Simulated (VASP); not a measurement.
Output of a VASP run:

**OUTCAR**
```
 ion  position               nearest neighbor table
   1  0.000  0.000  0.000-   2 2.68   2 2.68   2 2.68   2 2.68
   2  0.250  0.250  0.250-   1 2.68   1 2.68   1 2.68   1 2.68
  LATTYP: Found a face centered cubic cell.
 ALAT       =     6.1828975470
 Subroutine PRICEL returns:
 Original cell was already a primitive cell.
 Subroutine GETGRP returns: Found 24 space group operations
The static configuration has the point symmetry T_d .
The dynamic configuration has the point symmetry T_d .
 Subroutine INISYM returns: Found 24 space group operations
 Subroutine IBZKPT returns following result:
 Found     29 irreducible k-points:

 Following reciprocal coordinates:
            Coordinates               Weight
  0.000000  0.000000  0.000000      1.000000
  0.125000  0.000000  0.000000      8.000000
  0.250000  0.000000  0.000000      8.000000
  0.375000  0.000000  0.000000      8.000000
  0.500000  0.000000  0.000000      4.000000
  0.125000  0.125000  0.000000      6.000000
  0.250000  0.125000  0.000000     24.000000
  0.375000  0.125000  0.000000     24.000000
  0.500000  0.125000  0.000000     24.000000
 -0.375000  0.125000  0.000000     24.000000
 -0.250000  0.125000  0.000000     24.000000
 -0.125000  0.125000  0.000000     12.000000
  0.250000  0.250000  0.000000      6.000000
  0.375000  0.250000  0.000000     24.000000
  0.500000  0.250000  0.000000     24.000000
 -0.375000  0.250000  0.000000     24.000000
 -0.250000  0.250000  0.000000     12.000000
  0.375000  0.375000  0.000000      6.000000
  0.500000  0.375000  0.000000     24.000000
 -0.375000  0.375000  0.000000     12.000000
  0.500000  0.500000  0.000000      3.000000
  0.375000  0.250000  0.125000     24.000000
  0.500000  0.250000  0.125000     48.000000
 -0.375000  0.250000  0.125000     24.000000
  0.500000  0.375000  0.125000     24.000000
 -0.375000  0.375000  0.125000     48.000000
 -0.250000  0.375000  0.125000     24.000000
 -0.375000  0.500000  0.125000     12.000000
 -0.250000  0.500000  0.250000      6.000000
   k-points           NKPTS =     29   k-points in BZ     NKDIM =     29   number of bands    NBANDS=     13
   number of dos      NEDOS =    301   number of ions     NIONS =      2
   total plane-waves  NPLWV =  46656
   dimension x,y,z NGX =    36 NGY =   36 NGZ =   36
   dimension x,y,z NGXF=    72 NGYF=   72 NGZF=   72
   ions per type =               1   1
   PREC   = accura    normal or accurate (medium, high low for compatibility)
   ISTART =      0    job   : 0-new  1-cont  2-samecut
   ICHARG =      2    charge: 1-file 2-atom 10-const
   ISPIN  =      1    spin polarized calculation?
   LNONCOLLINEAR =      F non collinear calculations
   LSORBIT =      F    spin-orbit coupling
   INIWAV =      1    electr: 0-lowe 1-rand  2-diag
   ENCUT  =  520.0 eV  38.22 Ry    6.18 a.u.   8.13  8.13  8.13*2*pi/ulx,y,z
   NELM   =    100;   NELMIN=  2; NELMDL= -5     # of ELM steps
   EDIFF  = 0.1E-06   stopping-criterion for ELM
   LREAL  =      F    real-space projection
   NLSPLINE    = F    spline interpolate recip. space projectors
   LMAXMIX     =    4 max onsite mixed and CHGCAR
   VOSKOWN=      0    Vosko Wilk Nusair interpolation
   EDIFFG = 0.1E-05   stopping-criterion for IOM
   NSW    =      0    number of steps for IOM
   NBLOCK =      1;   KBLOCK =      1    inner block; outer block
   IBRION =     -1    ionic relax: 0-MD 1-quasi-New 2-CG
   NFREE  =      0    steps in history (QN), initial steepest desc. (CG)
   ISIF   =      2    stress and relaxation
   ISYM   =      2    0-nonsym 1-usesym 2-fastsym
   TEIN   =    0.0    initial temperature
   TEBEG  =    0.0;   TEEND  =   0.0 temperature during run
   SMASS  =  -3.00    Nose mass-parameter (am)
   PSTRESS=    0.0 pullay stress
   NELECT =      18.0000    total number of electrons
   EFERMI =   0.00;   METHOD = LEGACY
   ISMEAR =     0;   SIGMA  =   0.05  broadening in eV -4-tet -1-fermi 0-gaus
   IALGO  =     38    algorithm
...
```

OSZICAR:
```
       N       E                     dE             d eps       ncg     rms          rms(c)
DAV:   1     0.964221293455E+02    0.96422E+02   -0.88738E+03   754   0.170E+03
DAV:   2     0.215600561625E+02   -0.74862E+02   -0.72987E+02   804   0.300E+02
DAV:   3     0.163038856124E+02   -0.52562E+01   -0.51765E+01   984   0.735E+01
DAV:   4     0.162156222430E+02   -0.88263E-01   -0.88236E-01   845   0.107E+01
DAV:   5     0.162132231785E+02   -0.23991E-02   -0.23990E-02   990   0.152E+00    0.344E+00
DAV:   6     0.173702529882E+02    0.11570E+01   -0.27369E+00   759   0.190E+01    0.210E+00
DAV:   7     0.174895096936E+02    0.11926E+00   -0.39956E-01   887   0.938E+00    0.109E+00
DAV:   8     0.182812642439E+02    0.79175E+00   -0.13922E+00   754   0.160E+01    0.487E-01
DAV:   9     0.176904150160E+02   -0.59085E+00   -0.48222E-01   754   0.970E+00    0.415E-01
DAV:  10     0.174863108867E+02   -0.20410E+00   -0.56779E-02   774   0.314E+00    0.241E-01
DAV:  11     0.173095806305E+02   -0.17673E+00   -0.85979E-02   754   0.310E+00    0.133E-01
DAV:  12     0.173608016864E+02    0.51221E-01   -0.34441E-02   772   0.154E+00    0.209E-01
DAV:  13     0.173089842150E+02   -0.51817E-01   -0.20942E-02   754   0.165E+00    0.885E-02
DAV:  14     0.173089103915E+02   -0.73824E-04   -0.59152E-04   904   0.261E-01    0.790E-02
DAV:  15     0.173085176644E+02   -0.39273E-03   -0.97856E-04   794   0.226E-01    0.464E-02
DAV:  16     0.173083519513E+02   -0.16571E-03   -0.45014E-04   807   0.375E-01    0.328E-02
DAV:  17     0.173082776247E+02   -0.74327E-04   -0.73255E-05   812   0.118E-01    0.173E-02
DAV:  18     0.173083014127E+02    0.23788E-04   -0.15942E-05   839   0.534E-02    0.728E-03
DAV:  19     0.173082841025E+02   -0.17310E-04   -0.24845E-05   754   0.623E-02    0.618E-03
DAV:  20     0.173082797303E+02   -0.43722E-05   -0.29149E-06   819   0.268E-02    0.535E-03
DAV:  21     0.173082788825E+02   -0.84779E-06   -0.13466E-06   847   0.167E-02    0.157E-03
DAV:  22     0.173082783599E+02   -0.52264E-06   -0.35828E-07   754   0.747E-03    0.757E-04
DAV:  23     0.173082782967E+02   -0.63179E-07   -0.55441E-08   557   0.299E-03
   1 F= 0.17308278E+02 E0= 0.17308364E+02  d E =-.171396E-03
```

**OUTCAR**
```
------------------------ aborting loop because EDIFF is reached ----------------------------------------
  FORCE on cell =-STRESS in cart. coord.  units (eV):
  Direction    XX          YY          ZZ          XY          YZ          ZX
  --------------------------------------------------------------------------------------
  Total       -0.5015789     -0.5015789     -0.5015789     -0.0000000      0.0000000     -0.0000000
  in kB      -13.5998352    -13.5998352    -13.5998352     -0.0000000      0.0000000     -0.0000000
  external PRESSURE =     -13.5998352 kB  Pullay stress =       0.0000000 kB
  volume of cell :       59.09
      direct lattice vectors                 reciprocal lattice vectors
     0.000000000  3.091448773  3.091448773    -0.161736466  0.161736466  0.161736466
     3.091448773  0.000000000  3.091448773     0.161736466 -0.161736466  0.161736466
     3.091448773  3.091448773  0.000000000     0.161736466  0.161736466 -0.161736466
  FREE ENERGIE OF THE ION-ELECTRON SYSTEM (eV)
  ---------------------------------------------------
  free  energy   TOTEN  =        17.3082782967 eV

  energy  without entropy=       17.3084496931  energy(sigma->0) =       17.30836399
```
(Selected blocks of OUTCAR.)

**POSCAR**
```
GaSb
1
    0.0000000000     3.0914487735     3.0914487735
    3.0914487735     0.0000000000     3.0914487735
    3.0914487735     3.0914487735     0.0000000000
Ga Sb
1 1
Direct
  0.0000000000   0.0000000000   0.0000000000
  0.2500000000   0.2500000000   0.2500000000
```

Task: Reconstruct the remaining input files.

Result: Several could match; the one computed here: the input of the run itself, revTPSS meta-GGA, plane waves, VASP's PBE PAW potentials (set 64).

INCAR:
```
! general
SYSTEM   =  GaSb
PREC     =  Accurate
ENCUT    =  520
LREAL    =  .False.
LASPH    =  .True.

! electronic loop
EDIFF    =  1E-7
NELM     =  100
ALGO     =  Normal
LMAXMIX  =  4
LMIXTAU  =  .True.

! smearing
ISMEAR   =  0
SIGMA    =  0.05

! functional
METAGGA  =  RTPSS

! ions
ISIF     =  2

! output
LWAVE    =  .False.
LCHARG   =  .False.
```

File KPOINTS:
```
Automatic mesh
0
Gamma
8 8 8
0 0 0
```

POTCAR, in this order: Ga_d Sb (PBE.64 set). Program: vasp_std.

The compound is GaSb in the zinc blende structure. This cell is one point of a volume scan, at 1.03 of the reference volume.
